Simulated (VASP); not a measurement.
A run of VASP 6.6.1:

Contents of INCAR:

```
PREC = Normal
ENCUT = 520
EDIFF = 1E-5
ISMEAR = 0
SIGMA = 0.15
LREAL = Auto
LASPH = True
NELM = 80
ALGO = Fast
ISIF = 2
LWAVE = False
LCHARG = False
GGA = PE
```

File KPOINTS:

```
Automatic mesh
0
Gamma
  7 7 3
```

File POSCAR:

```
Sn3P2
1.0
    3.9871380000      0.0000000000      0.0000000000
   -3.9871380000      6.9059260000      0.0000000000
    0.0000000000      0.0000000000      9.0164700000
Sn P
6 4
Direct
    0.6666670000      0.1666665000      0.3541390000
    0.6666670000      0.6666665000      0.3541390000
    0.3333330000      0.3333335000      0.6458610000
    0.3333330000      0.8333335000      0.6458610000
    0.0000000000      0.0000000000      0.0000000000
    0.0000000000      0.5000000000      0.0000000000
    0.3333330000      0.3333335000      0.1924620000
    0.3333330000      0.8333335000      0.1924620000
    0.6666670000      0.1666665000      0.8075380000
    0.6666670000      0.6666665000      0.8075380000
```

Potentials or basis: VASP PAW PBE potentials, release 64 (Sn_d, P).

Run with:

```bash
$ cat potpaw_PBE.64/Sn_d/POTCAR potpaw_PBE.64/P/POTCAR > POTCAR
$ mpirun -np 1 vasp_std > vasp.out
```

Hardware: 1 thread of Intel(R) Xeon(R) Platinum 8488C (Sapphire Rapids) (shared host).

Task: Estimate the wall time of this run.

Result: Run time: 6.7 min on 1 thread of Intel(R) Xeon(R) Platinum 8488C (Sapphire Rapids) (shared host), peak memory 0.51 GiB. Counts: scf iterations 14, k points 44.
